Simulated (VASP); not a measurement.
# MgTi2N2 (I4/mmm) in VASP: relaxation of cell and atoms with PBE

Aim: the relaxation of cell and atoms of MgTi2N2 with PBE.

Program: VASP 6.6.1. These are calculated values, not measurements. Logs are shortened: lines on timing, memory, paths and dates and some standing lists are left out, and cuts for length are marked.

### 1 Starting point

It takes space group I4/mmm (No. 139, tetragonal). Conventional cell: a = 3.050 Å, b = 3.050 Å, c = 13.500 Å, α = 90.00°, β = 90.00°, γ = 90.00°. Around Mg (site symmetry 4/mmm) lie 2 N at 2.16 Å. Ti (site symmetry 4mm) has 5 N at 2.17 to 2.23 Å as nearest neighbours. N (site symmetry 4mm) has 1 Mg at 2.16 Å and 5 Ti at 2.17 to 2.23 Å as nearest neighbours.

The cell was built by a generator and needn't be a form met in nature.

### 2 Relaxation of cell and atoms, PBE

INCAR

```
SYSTEM = MgTi2N2
PREC = Normal
ENCUT = 520
EDIFF = 1E-4
ISMEAR = 0
SIGMA = 0.15
LREAL = .False.
LASPH = .True.
NELM = 60
ALGO = Fast
ISIF = 3
LWAVE = .False.
LCHARG = .False.
GGA = PE
IBRION = 2
NSW = 24
EDIFFG = -0.08
```

KPOINTS

```
Automatic mesh
0
Gamma
  6 6 6
  0 0 0
```

POSCAR

```
MgTi2N2
1.0
   -1.5250000000      1.5250000000      6.7500000000
    1.5250000000     -1.5250000000      6.7500000000
    1.5250000000      1.5250000000     -6.7500000000
Mg Ti N
1 2 2
Direct
    0.0000000000      0.0000000000      0.0000000000
    0.6750000000      0.6750000000      0.0000000000
    0.3250000000      0.3250000000      0.0000000000
    0.8400000000      0.8400000000      0.0000000000
    0.1600000000      0.1600000000      0.0000000000
```

Potentials or basis: VASP PAW PBE potentials, release 64 (Mg, Ti_sv, N).

Launch:

```console
cat potpaw_PBE.64/Mg/POTCAR potpaw_PBE.64/Ti_sv/POTCAR potpaw_PBE.64/N/POTCAR > POTCAR
mpirun -np 1 vasp_std > vasp.out
```

OUTCAR:

```text
SYSTEM = MgTi2N2
   PREC = Normal
   ENCUT = 520
   EDIFF = 1E-4
   ISMEAR = 0
   LREAL = .False.
   LASPH = .True.
   NELM = 60
   ISIF = 3
   GGA = PE
   IBRION = 2
   NSW = 24
   EDIFFG = -0.08

 ion  position               nearest neighbor table
   1  0.000  0.000  0.000-   4 2.16   5 2.16   2 3.20   3 3.20   2 3.20   2 3.20   2 3.20   3 3.20
                             3 3.20   3 3.20
   2  0.675  0.675  0.000-   5 2.17   5 2.17   5 2.17   5 2.17   4 2.23   1 3.20   1 3.20   1 3.20
                             1 3.20
   3  0.325  0.325  0.000-   4 2.17   4 2.17   4 2.17   4 2.17   5 2.23   1 3.20   1 3.20   1 3.20
                             1 3.20
   4  0.840  0.840  0.000-   1 2.16   3 2.17   3 2.17   3 2.17   3 2.17   2 2.23
   5  0.160  0.160  0.000-   1 2.16   2 2.17   2 2.17   2 2.17   2 2.17   3 2.23

  LATTYP: Found a body centered tetragonal cell.
 ALAT       =     3.0500000000
 C/A-ratio  =     4.4262295082

  Lattice vectors:

 A1 = (  -1.5250000000,   1.5250000000,   6.7500000000)
 A2 = (   1.5250000000,  -1.5250000000,   6.7500000000)
 A3 = (   1.5250000000,   1.5250000000,  -6.7500000000)

Analysis of symmetry for initial positions (statically):
=====================================================================
 Subroutine PRICEL returns:
 Original cell was already a primitive cell.

 Routine SETGRP: Setting up the symmetry group for a
 body centered tetragonal supercell.

 Subroutine GETGRP returns: Found 16 space group operations
 (whereof 16 operations were pure point group operations)
 out of a pool of 16 trial point group operations.

The static configuration has the point symmetry D_4h.

Analysis of symmetry for dynamics (positions and initial velocities):
=====================================================================
 Subroutine PRICEL returns:
 Original cell was already a primitive cell.

 Routine SETGRP: Setting up the symmetry group for a
 body centered tetragonal supercell.

 Subroutine GETGRP returns: Found 16 space group operations
 (whereof 16 operations were pure point group operations)
 out of a pool of 16 trial point group operations.

The dynamic configuration has the point symmetry D_4h.

 Subroutine INISYM returns: Found 16 space group operations
 (whereof 16 operations are pure point group operations),
 and found     1 'primitive' translations

----------------------------------------------------------------------------------------

                                     Primitive cell

  volume of cell :      62.7919

  direct lattice vectors                    reciprocal lattice vectors
    -1.525000000  1.525000000  6.750000000     0.000000000  0.327868852  0.074074074
     1.525000000 -1.525000000  6.750000000     0.327868852  0.000000000  0.074074074
     1.525000000  1.525000000 -6.750000000     0.327868852  0.327868852  0.000000000

  length of vectors
     7.086166100  7.086166100  7.086166100     0.336132344  0.336132344  0.463676578

  position of ions in fractional coordinates (direct lattice)
     0.000000000  0.000000000  0.000000000
     0.675000000  0.675000000  0.000000000
     0.325000000  0.325000000  0.000000000
     0.840000000  0.840000000  0.000000000
     0.160000000  0.160000000  0.000000000

  ion indices of the primitive-cell ions
   primitive index   ion index
                 1           1
                 2           2
                 3           3
                 4           4
                 5           5

----------------------------------------------------------------------------------------

 KPOINTS: Automatic mesh

Automatic generation of k-mesh.
 Grid dimensions read from file:
 generate k-points for:    6    6    6

 Generating k-lattice:

  Cartesian coordinates                     Fractional coordinates (reciprocal lattice)
     0.000000000  0.054644809  0.012345679     0.166666667  0.000000000 -0.000000000
     0.054644809  0.000000000  0.012345679     0.000000000  0.166666667 -0.000000000
     0.054644809  0.054644809  0.000000000     0.000000000  0.000000000  0.166666667

  Length of vectors
     0.056022057  0.056022057  0.077279430

  Shift w.r.t. Gamma in fractional coordinates (k-lattice)
     0.000000000  0.000000000  0.000000000

 Subroutine IBZKPT returns following result:
 ===========================================

 Found     30 irreducible k-points:

 Following reciprocal coordinates:
            Coordinates               Weight
  0.000000  0.000000  0.000000      1.000000
  0.166667  0.000000 -0.000000      8.000000
  0.333333  0.000000 -0.000000      8.000000
  0.500000  0.000000 -0.000000      4.000000
  0.166667  0.166667 -0.000000      8.000000
  0.333333  0.166667  0.000000     16.000000
[... 16 lines left out ...]
 -0.333333 -0.333333  0.166667      8.000000
 -0.166667 -0.333333  0.166667      8.000000
 [... further k-points ...]
   k-points           NKPTS =     30   k-points in BZ     NKDIM =     30   number of bands    NBANDS=     22
   number of dos      NEDOS =    301   number of ions     NIONS =      5
   total plane-waves  NPLWV =  64000
   dimension x,y,z NGX =    40 NGY =   40 NGZ =   40
   dimension x,y,z NGXF=    80 NGYF=   80 NGZF=   80
   ions per type =               1   2   2
   NGX,Y,Z   is equivalent  to a cutoff of   9.38,  9.38,  9.38 a.u.
   NGXF,Y,Z  is equivalent  to a cutoff of  18.77, 18.77, 18.77 a.u.
 SYSTEM =  MgTi2N2
   PREC   = normal    normal or accurate (medium, high low for compatibility)
   ISTART =      0    job   : 0-new  1-cont  2-samecut
   ICHARG =      2    charge: 1-file 2-atom 10-const
   ISPIN  =      1    spin polarized calculation?
   LNONCOLLINEAR =      F non collinear calculations
   LSORBIT =      F    spin-orbit coupling
   LASPH  =      T    aspherical Exc in radial PAW
   ENCUT  =  520.0 eV  38.22 Ry    6.18 a.u.  13.18 13.18 13.18*2*pi/ulx,y,z
   NELM   =     60;   NELMIN=  2; NELMDL= -5     # of ELM steps
   EDIFF  = 0.1E-03   stopping-criterion for ELM
   LREAL  =      F    real-space projection
   EDIFFG = -.8E-01   stopping-criterion for IOM
   NSW    =     24    number of steps for IOM
   IBRION =      2    ionic relax: 0-MD 1-quasi-New 2-CG
   NFREE  =      1    steps in history (QN), initial steepest desc. (CG)
   ISIF   =      3    stress and relaxation
   ISYM   =      2    0-nonsym 1-usesym 2-fastsym
   POTIM  = 0.5000    time-step for ionic-motion
   TEBEG  =    0.0;   TEEND  =   0.0 temperature during run
   PSTRESS=    0.0 pullay stress
   NELECT =      36.0000    total number of electrons
   NUPDOWN=      -1.0000    fix difference up-down
   EMIN   =  10.00;   EMAX   =-10.00  energy-range for DOS
   EFERMI =   0.00;   METHOD = LEGACY
   ISMEAR =     0;   SIGMA  =   0.15  broadening in eV -4-tet -1-fermi 0-gaus
   EFERMI_NEDOS =   21; number of points for ismear=-14 and -15
   IALGO  =     68    algorithm
   IMIX   =      4    mixing-type and parameters
     AMIX     =   0.40;   BMIX     =  1.00
     AMIX_MAG =   1.60;   BMIX_MAG =  1.00
  volume/ion in A,a.u.               =      12.56        84.75
  Fermi-wavevector in a.u.,A,eV,Ry     =   1.360007  2.570041 25.165599  1.849619
  Thomas-Fermi vector in A             =   2.486706
   LORBIT       =      0    0 simple, 1 ext, 2 COOP (PROOUT), +10 PAW based schemes
   GGA     = PE    functional components
   LHFCALC =     F    Hartree Fock is set to
   AEXX    =    0.0000 exact exchange contribution
   IVDW    =     0    specifies the selected vdW correction
   LEPSILON=     F    determine dielectric tensor
   LRPA    =     F    only Hartree local field effects (RPA)
 conjugate gradient relaxation of ions
 non-spin polarized calculation
 RMM-DIIS sequential band-by-band and
 Gauss-broadening in eV      SIGMA  =   0.15
  energy-cutoff  :      520.00
  volume of cell :       62.79
 maximum number of plane-waves:      1714
   NGX = 27   NGY = 27   NGZ = 27

--------------------------------------- Ionic step        1  -------------------------------------------

 number of electron      36.0000015 magnetization

 Free energy of the ion-electron system (eV)
  ---------------------------------------------------
  ext. energy  EPLUGINS =         0.00000000
  ---------------------------------------------------
  free energy    TOTEN  =       -39.98289572 eV

  energy without entropy =      -39.94771005  energy(sigma->0) =      -39.96530289

------------------------ aborting loop because EDIFF is reached ----------------------------------------

  FORCE on cell =-STRESS in cart. coord.  units (eV):
  Direction    XX          YY          ZZ          XY          YZ          ZX
  --------------------------------------------------------------------------------------
  -------------------------------------------------------------------------------------
  Total       -4.8470935     -4.8470935     -4.4986685      0.0000000      0.0000000      0.0000000
  in kB     -123.6768833   -123.6768833   -114.7865807      0.0000000      0.0000000      0.0000000
  external PRESSURE =    -120.7134491 kB  Pullay stress =       0.0000000 kB

 VOLUME and BASIS-vectors are now :
 -----------------------------------------------------------------------------
  energy-cutoff  :      520.00
  volume of cell :       62.79
      direct lattice vectors                 reciprocal lattice vectors
    -1.525000000  1.525000000  6.750000000     0.000000000  0.327868852  0.074074074
     1.525000000 -1.525000000  6.750000000     0.327868852  0.000000000  0.074074074
     1.525000000  1.525000000 -6.750000000     0.327868852  0.327868852  0.000000000
[... 274 lines left out ...]
 POSITION                                       TOTAL-FORCE (eV/Angst)
 -----------------------------------------------------------------------------------
      0.00000      0.00000      0.00000         0.000000      0.000000      0.000000
      0.00000      0.00000      8.81575         0.000000      0.000000      0.098135
      1.50223      1.50223     -2.27995        -0.000000     -0.000000     -0.098135
      0.00000      0.00000     10.89081        -0.000000     -0.000000     -0.047806
      0.00000      0.00000      2.18079        -0.000000     -0.000000      0.047806
 -----------------------------------------------------------------------------------
    total drift:                               -0.000000     -0.000000      0.000000

  FREE ENERGIE OF THE ION-ELECTRON SYSTEM (eV)
  ---------------------------------------------------
  free  energy   TOTEN  =       -40.2512532553 eV

  energy  without entropy=      -40.2244169948  energy(sigma->0) =      -40.23783513

--------------------------------------- Ionic step        9  -------------------------------------------

 number of electron      35.9999986 magnetization

 Free energy of the ion-electron system (eV)
  ---------------------------------------------------
  ext. energy  EPLUGINS =         0.00000000
  ---------------------------------------------------
  free energy    TOTEN  =       -40.25302423 eV

  energy without entropy =      -40.22633556  energy(sigma->0) =      -40.23967990

 E-fermi :   8.6146     XC(G=0): -11.5651

 val. band max:        8.5851407703   @ k =  -0.1667   0.1667   0.0000
 cond. band min:       8.7309535907   @ k =   0.5000   0.5000   0.5000
 fundamental gap:      0.1458128204
 Fermi energy:         8.6145580393

 k-point     1 :       0.0000    0.0000    0.0000
  band No.  band energies     occupation
      1     -49.0444      2.00000
      2     -48.9450      2.00000
      3     -25.4633      2.00000
      4     -25.2347      2.00000
      5     -25.2347      2.00000
      6     -25.1330      2.00000
[... 14 lines left out ...]
     21       8.9079      0.00568
     22       9.4969      0.00000
[... 552 lines left out ...]
  band No.  band energies     occupation
      1     -49.0296      2.00000
      2     -48.9435      2.00000
      3     -25.4643      2.00000
      4     -25.3585      2.00000
      5     -25.2128      2.00000
      6     -25.1437      2.00000
[... 14 lines left out ...]
     21       9.0293      0.00009
     22      10.3840      0.00000

 [... further k-points ...]
[... 5 lines left out ...]
  --------------------------------------------------------------------------------------
  -------------------------------------------------------------------------------------
  Total       -0.2551062     -0.2551062     -0.1523148      0.0000000      0.0000000      0.0000000
  in kB       -6.9631882     -6.9631882     -4.1574722      0.0000000      0.0000000      0.0000000
  external PRESSURE =      -6.0279495 kB  Pullay stress =       0.0000000 kB

 VOLUME and BASIS-vectors are now :
 -----------------------------------------------------------------------------
  energy-cutoff  :      520.00
  volume of cell :       58.70
      direct lattice vectors                 reciprocal lattice vectors
    -1.500163970  1.500163970  6.520575735     0.000000000  0.333296900  0.076680345
     1.500163970 -1.500163970  6.520575735     0.333296900  0.000000000  0.076680345
     1.500163970  1.500163970 -6.520575735     0.333296900  0.333296900  0.000000000

 POSITION                                       TOTAL-FORCE (eV/Angst)
 -----------------------------------------------------------------------------------
      0.00000      0.00000      0.00000        -0.000000     -0.000000      0.000000
      0.00000      0.00000      8.80123        -0.000000     -0.000000     -0.057654
      0.00000      0.00000      4.23992         0.000000      0.000000      0.057654
      0.00000      0.00000     10.86769         0.000000      0.000000     -0.043176
      0.00000      0.00000      2.17346        -0.000000     -0.000000      0.043176
 -----------------------------------------------------------------------------------
    total drift:                               -0.000000      0.000000     -0.000000

  FREE ENERGIE OF THE ION-ELECTRON SYSTEM (eV)
  ---------------------------------------------------
  free  energy   TOTEN  =       -40.2530242279 eV

  energy  without entropy=      -40.2263355622  energy(sigma->0) =      -40.23967990

 reached required accuracy - stopping structural energy minimisation
```

Run time: 14 min. Hardware: 1 thread of AMD EPYC 7R43 (Zen 3), shared host; peak memory 0.25 GiB.

Results:

| Item | Value |
| --- | --- |
| Free energy | -40.2530 eV |
| Relaxed volume | 11.74 Å³/atom |
| Relaxed cell | a = 6.857 Å, b = 6.857 Å, c = 6.857 Å, α = 154.73°, β = 154.73°, γ = 36.05° |
| Space group after relaxing (to 0.05 Å) | I4/mmm (No. 139) |
| Energy gained by relaxing | 54.0 meV/atom |
| Ionic steps | 9 |
| Pressure after relaxing | -0.6 GPa |
| Largest force after relaxing | 0.058 eV/Å |
| Band gap on the k mesh | none (metal or under the smearing width) |

Forces in eV/Å, atoms in the order of the input:
```
Mg   0.000  0.000  0.000
Ti   0.000  0.000 -0.058
Ti   0.000  0.000  0.058
N    0.000  0.000 -0.043
N    0.000  0.000  0.043
```

Step by step:
```csv
step,energy change (eV),largest force (eV/Å),pressure (GPa),volume (Å³)
1,0.0000,0.9919,-12.07,62.79
2,-0.0425,0.6846,15.92,54.58
3,-0.2163,0.6101,0.75,58.24
4,-0.2164,0.6067,0.88,58.15
5,-0.2520,0.3626,0.90,58.27
6,-0.2653,0.2162,0.89,58.45
7,-0.2680,0.2220,0.86,58.39
8,-0.2684,0.0981,-1.32,59.00
9,-0.2701,0.0577,-0.60,58.70
```

Final structure:
```xyz
5
Lattice="-1.5002 1.5002 6.5206 1.5002 -1.5002 6.5206 1.5002 1.5002 -6.5206" Properties=species:S:1:pos:R:3 pbc="T T T"
Mg    0.0000    0.0000    0.0000
Ti    0.0000    0.0000    8.8012
Ti    0.0000    0.0000    4.2399
N     0.0000    0.0000   10.8677
N     0.0000    0.0000    2.1735
```

Levels at points of the mesh, in eV from the Fermi level:
```
           k point  band 15  band 16  band 17  band 18  band 19  band 20  band 21  band 22
(0.00, 0.00, 0.00)    -2.92    -2.63    -2.63    -2.55    -1.00     0.29     0.29     0.88
(0.50, 0.00, 0.00)    -5.15    -5.15    -2.18     0.52     1.38     1.43     1.66     1.94
(0.50, 0.50, 0.00)    -4.39    -4.14    -2.31    -1.89     0.75     1.18     1.93     2.03
(0.50, 0.50, 0.50)    -2.62    -2.62    -2.58    -1.27    -0.96     0.12     0.23     0.23
```

Caveat: the k mesh is coarse (spacing up to 0.49 Å⁻¹), so the values aren't converged; the relaxation stopped at a loose force limit of 0.08 eV/Å, so its end isn't a converged minimum.
